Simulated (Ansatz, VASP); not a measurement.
# YbAgGe in two plane-wave programs

Aim: how closely do two programs agree when they are given the same cell, functional and k mesh?

Calculated with Ansatz 0.2.0; plane waves, with VASP 6.6.1 beside it; single point at PBEsol, DFT+U.

### Step 1. Starting point

Symmetry: P-62m, No. 189, hexagonal system. The conventional cell has a = 7.052 Å, b = 7.052 Å, c = 4.139 Å, α = 90.00°, β = 90.00°, γ = 120.00°. Nearest to Yb lie 5 Ge at 2.95 to 2.96 Å and 6 Ag at 3.12 to 3.30 Å. Nearest to Ag lie 4 Ge at 2.69 to 2.72 Å and 2 Ag at 3.06 Å and 6 Yb at 3.12 to 3.30 Å. Nearest to Ge lie 6 Ag at 2.72 Å and 3 Yb at 2.95 Å. Nearest to Ge lie 3 Ag at 2.69 Å and 6 Yb at 2.96 Å. Farther neighbours are not listed.

### Step 2. VASP: single point, PBEsol, DFT+U

With cell and atoms fixed, the geometry can't cause a difference; cores, projectors, grids and the points listed under the comparison can.

Lines of VASP's logs that name or quote its potential files are left out, and so is its time.

INCAR

```
SYSTEM = YbAgGe
PREC = Normal
ENCUT = 420
EDIFF = 1E-06
NELM = 150
ISMEAR = -1
SIGMA = 0.05
LREAL = .FALSE.
ALGO = Normal
GGA = PS
NBANDS = 95
ISPIN = 2
MAGMOM = 1 1 1 0 0 0 0 0 0
LDAU = .TRUE.
LDAUTYPE = 2
LDAUL = 3 -1 -1
LDAUU = 6 0 0
LDAUJ = 0 0 0
LDAUPRINT = 1
LASPH = .TRUE.
LMAXMIX = 6
AMIX = 0.2
BMIX = 1E-04
AMIX_MAG = 0.8
BMIX_MAG = 1E-04
LORBIT = 11
LWAVE = .FALSE.
LCHARG = .TRUE.
KPAR = 4
```

POSCAR

```
YbAgGe
1.0
    7.0524000000      0.0000000000      0.0000000000
   -3.5262000000      6.1075575576      0.0000000000
    0.0000000000      0.0000000000      4.1387000000
Yb Ag Ge
3 3 3
Direct
    0.5815900000      0.0000000000      0.0000000000
    0.4184100000      0.4184100000      0.0000000000
    0.0000000000      0.5815900000      0.0000000000
    0.2501100000      0.0000000000      0.5000000000
    0.7498900000      0.7498900000      0.5000000000
    0.0000000000      0.2501100000      0.5000000000
    0.0000000000      0.0000000000      0.0000000000
    0.3333333333      0.6666666667      0.5000000000
    0.6666666667      0.3333333333      0.5000000000
```

KPOINTS

```
Automatic mesh
0
Gamma
6 6 8
0 0 0
```

Potentials, in the order of the species: Yb, Ag and Ge_d (PBE family, release 64).

On the command line:

```console
mpirun -np 4 vasp_std
```

Numbers of over 12 decimals in the logs are rounded to 6 here.

Output:

```text
[banner, memory and clock lines left out]
running    4 mpi-ranks, on    1 nodes
 distrk:  each k-point on    1 cores,    4 groups
 distr:  one band on    1 cores,    1 groups

 POSCAR found type information on POSCAR YbAgGe
 POSCAR found :  3 types and       9 ions
|                                                                             |
|               ----> ADVICE to this user running VASP <----                  |
|                                                                             |
|     You enforced a specific xc type in the INCAR file but a different       |
|     [... a line on the potential file left out ...]
|     I HOPE YOU KNOW WHAT YOU ARE DOING!                                     |
|                                                                             |

 LDA part: xc-table for (Slater+PW92), standard interpolation
 POSCAR, INCAR and KPOINTS ok, starting setup
 FFT: planning ... GRIDC
 FFT: planning ... GRID_SOFT
 FFT: planning ... GRID
 WAVECAR not read
 entering main loop
       N       E                     dE             d eps       ncg     rms          rms(c)
DAV:   1     0.186715946975E+04    0.18672E+04   -0.39210E+04 23468   0.799E+03
DAV:   2     0.490918059453E+03   -0.13762E+04   -0.12313E+04 20823   0.187E+03
DAV:   3     0.467613784936E+02   -0.44416E+03   -0.42088E+03 15900   0.392E+02
DAV:   4    -0.271538902056E+02   -0.73915E+02   -0.71756E+02 17491   0.149E+02
DAV:   5    -0.406138622300E+02   -0.13460E+02   -0.13321E+02 25264   0.642E+01    0.260E+02
DAV:   6    -0.378071741218E+02    0.28067E+01   -0.46807E+01 25824   0.266E+02    0.522E+01
DAV:   7    -0.396270877964E+02   -0.18199E+01   -0.21983E+01 22280   0.112E+02    0.328E+01
DAV:   8    -0.380195286080E+02    0.16076E+01   -0.95784E+00 24120   0.866E+01    0.397E+01
DAV:   9    -0.385320043191E+02   -0.51248E+00   -0.45461E+00 23768   0.429E+01    0.294E+01
DAV:  10    -0.382049218126E+02    0.32708E+00   -0.24693E+00 24136   0.356E+01    0.335E+01
DAV:  11    -0.382732163475E+02   -0.68295E-01   -0.92474E-01 23768   0.202E+01    0.154E+01
DAV:  12    -0.383506071751E+02   -0.77391E-01   -0.47699E-01 26488   0.392E+00    0.114E+01
DAV:  13    -0.383213458914E+02    0.29261E-01   -0.34967E-01 22008   0.150E+01    0.170E+01
DAV:  14    -0.383248263827E+02   -0.34805E-02   -0.39971E-02 24560   0.612E+00    0.695E+00
[...]
DAV:  21    -0.383281941703E+02    0.76784E-04   -0.10556E-04 23776   0.220E-01    0.431E-01
DAV:  22    -0.383281667407E+02    0.27430E-04   -0.67878E-05 21744   0.879E-02    0.344E-01
DAV:  23    -0.383281192390E+02    0.47502E-04   -0.26853E-05 18944   0.135E-01    0.236E-01
DAV:  24    -0.383280794841E+02    0.39755E-04   -0.35128E-05 18536   0.183E-01    0.130E-01
DAV:  25    -0.383280678147E+02    0.11669E-04   -0.29804E-05 18712   0.110E-01    0.835E-02
DAV:  26    -0.383280704032E+02   -0.25885E-05   -0.39159E-05 18816   0.486E-02    0.118E-01
DAV:  27    -0.383280720741E+02   -0.16708E-05   -0.11999E-05 15456   0.229E-02    0.827E-02
DAV:  28    -0.383280726150E+02   -0.54089E-06   -0.13637E-06  9184   0.119E-02
   1 F= -.38328073E+02 E0= -.38302577E+02  d E =-.509917E-01  mag=    -0.0006
```

From OUTCAR (step 2):

```text
ion  position               nearest neighbor table
   1  0.582  0.000  0.000-   7 2.95   9 2.96   9 2.96   8 2.96   8 2.96   4 3.12   4 3.12   5 3.30
                             5 3.30   6 3.30   6 3.30   2 3.66   3 3.66   2 3.66   3 3.66
   2  0.418  0.418  0.000-   7 2.95   8 2.96   8 2.96   9 2.96   9 2.96   5 3.12   5 3.12   4 3.30
                             4 3.30   6 3.30   6 3.30   1 3.66   1 3.66   3 3.66   3 3.66
   3  0.000  0.582  0.000-   7 2.95   8 2.96   8 2.96   9 2.96   9 2.96   6 3.12   6 3.12   4 3.30
                             4 3.30   5 3.30   5 3.30   1 3.66   1 3.66   2 3.66   2 3.66
   4  0.250  0.000  0.500-   8 2.69   9 2.69   7 2.72   7 2.72   6 3.06   5 3.06   1 3.12   1 3.12
                             2 3.30   3 3.30   3 3.30   2 3.30
   5  0.750  0.750  0.500-   9 2.69   8 2.69   7 2.72   7 2.72   6 3.06   4 3.06   2 3.12   2 3.12
                             1 3.30   1 3.30   3 3.30   3 3.30
   6  0.000  0.250  0.500-   9 2.69   8 2.69   7 2.72   7 2.72   5 3.06   4 3.06   3 3.12   3 3.12
                             1 3.30   1 3.30   2 3.30   2 3.30
   7  0.000  0.000  0.000-   5 2.72   6 2.72   5 2.72   6 2.72   4 2.72   4 2.72   2 2.95   3 2.95
                             1 2.95
   8  0.333  0.667  0.500-   4 2.69   6 2.69   5 2.69   3 2.96   3 2.96   1 2.96   1 2.96   2 2.96
                             2 2.96
   9  0.667  0.333  0.500-   6 2.69   4 2.69   5 2.69   1 2.96   1 2.96   3 2.96   3 2.96   2 2.96
                             2 2.96

  LATTYP: Found a hexagonal cell.
 ALAT       =     7.0524000000
 C/A-ratio  =     0.5868498667

 Subroutine GETGRP returns: Found 12 space group operations
 (whereof 12 operations were pure point group operations)

The static configuration has the point symmetry D_3h.

 Found     35 irreducible k-points:

   k-points           NKPTS =     35   k-points in BZ     NKDIM =     35   number of bands    NBANDS=     95

   dimension x,y,z NGX =    36 NGY =   36 NGZ =   24
   dimension x,y,z NGXF=    72 NGYF=   72 NGZF=   48

   ENCUT  =  420.0 eV  30.87 Ry    5.56 a.u.  11.78 11.78  6.92*2*pi/ulx,y,z

   NELECT =     147.0000    total number of electrons

 k-points in reciprocal lattice and weights: Automatic mesh
   0.00000000  0.00000000  0.00000000       0.003
   0.16666667  0.00000000  0.00000000       0.021
   0.33333333  0.00000000  0.00000000       0.021
   0.50000000  0.00000000  0.00000000       0.010
   0.16666667  0.16666667  0.00000000       0.021
   0.33333333  0.16666667  0.00000000       0.042
   0.33333333  0.33333333  0.00000000       0.007
   0.00000000  0.00000000  0.12500000       0.007
   0.16666667  0.00000000  0.12500000       0.042
[...]
0.33333333  0.16666667  0.50000000       0.042
   0.33333333  0.33333333  0.50000000       0.007

atom =   1  type =  1  l = 3

 onsite density matrix

spin component  1

  0.9858  0.0000  0.0004 -0.0000 -0.0000 -0.0000  0.0000
  0.0000  0.9829  0.0000 -0.0000 -0.0000  0.0000  0.0000
  0.0004  0.0000  0.9795 -0.0000  0.0000 -0.0000  0.0000
 -0.0000 -0.0000 -0.0000  0.9822 -0.0000 -0.0041  0.0000
 -0.0000 -0.0000  0.0000 -0.0000  0.9852  0.0000  0.0036
 -0.0000  0.0000 -0.0000 -0.0041  0.0000  0.9773 -0.0000
  0.0000  0.0000  0.0000  0.0000  0.0036 -0.0000  0.9814

spin component  2

  0.9858  0.0000  0.0004  0.0000 -0.0000 -0.0000  0.0000
  0.0000  0.9829 -0.0000 -0.0000 -0.0000  0.0000  0.0000
  0.0004 -0.0000  0.9795 -0.0000  0.0000 -0.0000  0.0000
  0.0000 -0.0000 -0.0000  0.9822 -0.0000 -0.0041  0.0000
 -0.0000 -0.0000  0.0000 -0.0000  0.9852  0.0000  0.0036
 -0.0000  0.0000 -0.0000 -0.0041  0.0000  0.9773 -0.0000
  0.0000  0.0000  0.0000  0.0000  0.0036 -0.0000  0.9814

 occupancies and eigenvectors

[...]
o =  0.9858  v =  0.9976  0.0000 -0.0349  0.0000 -0.0604 -0.0000  0.0000  0.0000  0.0000  0.0000  0.0000  0.0000  0.0000  0.0000      0.0000  0.0000  0.0000  0.0000  0.0000  0.0000  0.0000  0.0000  0.0000  0.0000  0.0000  0.0000  0.0000  0.0000
  o =  0.9858  v =  0.0000  0.0000  0.0000  0.0000  0.0000  0.0000  0.0000  0.9976 -0.0000 -0.0348 -0.0000 -0.0603  0.0000  0.0000      0.0000  0.0000  0.0000  0.0000  0.0000  0.0000  0.0000  0.0000  0.0000  0.0000  0.0000  0.0000  0.0000  0.0000
  o =  0.9874  v =  0.0000 -0.0000 -0.7421 -0.0000  0.4285  0.0000 -0.5155  0.0000  0.0000  0.0000  0.0000  0.0000  0.0000  0.0000      0.0000  0.0000  0.0000  0.0000  0.0000  0.0000  0.0000  0.0000  0.0000  0.0000  0.0000  0.0000  0.0000  0.0000
  o =  0.9874  v =  0.0000  0.0000  0.0000  0.0000  0.0000  0.0000  0.0000  0.0000  0.0000 -0.7421 -0.0000  0.4284 -0.0000 -0.5155      0.0000  0.0000  0.0000  0.0000  0.0000  0.0000  0.0000  0.0000  0.0000  0.0000  0.0000  0.0000  0.0000  0.0000

 average (electrostatic) potential at core
       1 -29.5150       2 -29.5150       3 -29.5150       4 -74.2253       5 -74.2253
       6 -74.2253       7 -73.2565       8 -72.8133       9 -72.8133

 E-fermi :   5.1670

 spin component 1
 k-point     1 :       0.0000    0.0000    0.0000
  band No.  band energies     occupation
    ...
     67       4.3309      1.00000
     68       4.3309      1.00000
     69       4.3556      1.00000
     70       4.3556      1.00000
     71       5.0487      0.91422
     72       5.4238      0.00585
     73       6.0529      0.00000
     74       6.2780      0.00000
     75       6.2780      0.00000
     76       6.9760      0.00000
    ...

 k-point     2 :       0.1667    0.0000    0.0000
  band No.  band energies     occupation
    ...
     67       4.3453      1.00000
     68       4.3560      1.00000
     69       4.3577      1.00000
     70       4.3591      1.00000
     71       5.0458      0.91875
     72       5.3146      0.04966
     73       5.4034      0.00877
     74       6.0959      0.00000
     75       6.3654      0.00000
     76       6.7854      0.00000
    ...

 k-point     3 :       0.3333    0.0000    0.0000
  band No.  band energies     occupation
    ...
     68       4.3572      1.00000
     69       4.4343      1.00000
     70       4.5948      0.99999
     71       4.6895      0.99993
     72       5.0654      0.88420
     73       5.4093      0.00781
     74       5.6227      0.00011
     75       6.1114      0.00000
     76       6.4793      0.00000
     77       7.2287      0.00000
    ...

 k-point     4 :       0.5000    0.0000    0.0000
  band No.  band energies     occupation
    ...
     68       4.3573      1.00000
     69       4.4289      1.00000
     70       4.8413      0.99852
     71       5.0303      0.93906
     72       5.0773      0.85754
     73       5.3659      0.01841
     74       5.5951      0.00019
     75       5.6669      0.00005
     76       6.4867      0.00000
     77       6.8299      0.00000
    ...

 k-point     5 :       0.1667    0.1667    0.0000
  band No.  band energies     occupation
    ...
     68       4.3565      1.00000
     69       4.4232      1.00000
     70       4.4788      1.00000
     71       4.7061      0.99990
     72       5.0707      0.87296
     73       5.3786      0.01433
     74       5.8948      0.00000
     75       6.2717      0.00000
     76       6.4295      0.00000
     77       7.1817      0.00000
    ...

 k-point     6 :       0.3333    0.1667    0.0000
  band No.  band energies     occupation
    ...
     67       4.3439      1.00000
     68       4.3566      1.00000
     69       4.4114      1.00000
     70       4.8312      0.99879
     71       5.1389      0.63733
     72       5.2010      0.33656
     73       5.4302      0.00515
     74       5.5052      0.00115
     75       5.7632      0.00001
     76       6.5263      0.00000
    ...

  Total        1.9678681      1.9678681      3.1630872      0.0000000      0.0000000      0.0000000
  in kB       17.6863456     17.6863456     28.4284574      0.0000000      0.0000000      0.0000000
  external PRESSURE =      21.2670496 kB  Pullay stress =       0.0000000 kB

  energy-cutoff  :      420.00
  volume of cell :      178.27
      direct lattice vectors                 reciprocal lattice vectors
     7.052400000  0.000000000  0.000000000     0.141795701  0.081865786  0.000000000
    -3.526200000  6.107557558  0.000000000     0.000000000  0.163731572  0.000000000
     0.000000000  0.000000000  4.138700000     0.000000000  0.000000000  0.241621765

 POSITION                                       TOTAL-FORCE (eV/Angst)
 -----------------------------------------------------------------------------------
      4.10161      0.00000      0.00000        -0.043834      0.000000      0.000000
      1.47540      2.55546      0.00000         0.021917      0.037961     -0.000000
     -2.05080      3.55209      0.00000         0.021917     -0.037961      0.000000
      1.76388      0.00000      2.06935        -0.207148      0.000000      0.000000
      2.64426      4.58000      2.06935         0.103574      0.179395      0.000000
     -0.88194      1.52756      2.06935         0.103574     -0.179395     -0.000000
      0.00000      0.00000      0.00000         0.000000      0.000000      0.000000
     -0.00000      4.07171      2.06935         0.000000      0.000000      0.000000
      3.52620      2.03585      2.06935         0.000000      0.000000      0.000000
 -----------------------------------------------------------------------------------
    total drift:                                0.000037      0.000064     -0.000042

  FREE ENERGIE OF THE ION-ELECTRON SYSTEM (eV)
  ---------------------------------------------------
  free  energy   TOTEN  =       -38.3280726150 eV

  energy  without entropy=      -38.2770808955  energy(sigma->0) =      -38.30257676

 total charge
# of ion       s       p       d       f       tot
--------------------------------------------------
    1        2.136   6.077   0.385  13.738  22.336
    2        2.136   6.077   0.385  13.738  22.336
    3        2.136   6.077   0.385  13.738  22.336
    4        0.467   0.386   9.080   0.000   9.933
    5        0.467   0.386   9.080   0.000   9.933
    6        0.467   0.386   9.080   0.000   9.933
    7        1.149   1.181  10.013   0.000  12.343
    8        1.147   1.266   9.996   0.000  12.410
    9        1.147   1.266   9.996   0.000  12.410
--------------------------------------------------
tot         11.254  23.102  58.400  41.215 133.971

 magnetization (x)
# of ion       s       p       d       f       tot
--------------------------------------------------
    1        0.000  -0.000  -0.000  -0.000  -0.000
    2        0.000  -0.000  -0.000  -0.000  -0.000
    3        0.000  -0.000  -0.000  -0.000  -0.000
    4        0.000   0.000   0.000   0.000   0.000
    5        0.000   0.000   0.000   0.000   0.000
    6        0.000   0.000   0.000   0.000   0.000
    7        0.000   0.000   0.000   0.000   0.000
    8        0.000   0.000   0.000   0.000   0.000
    9        0.000   0.000   0.000   0.000   0.000
--------------------------------------------------
tot          0.000   0.000   0.000  -0.000   0.000

[... 6 further parts left out ...]
```

DFT+U on an f shell has many metastable occupations, and no search among them was made.

(Part 1 of 2 ends here.)

[Lines on the potential files, build, host, timing and source positions are cut from VASP's logs without a mark.]

[Logs are printed without paths, hosts, clocks, repeated set-up lines and the standing remarks that a program may print on its own settings, such as how far it seeks lower states.]

[Hosts, paths, dates, database ids (printed as entryN), source tags and the programs' standing remarks are cut or masked in the printed files.]
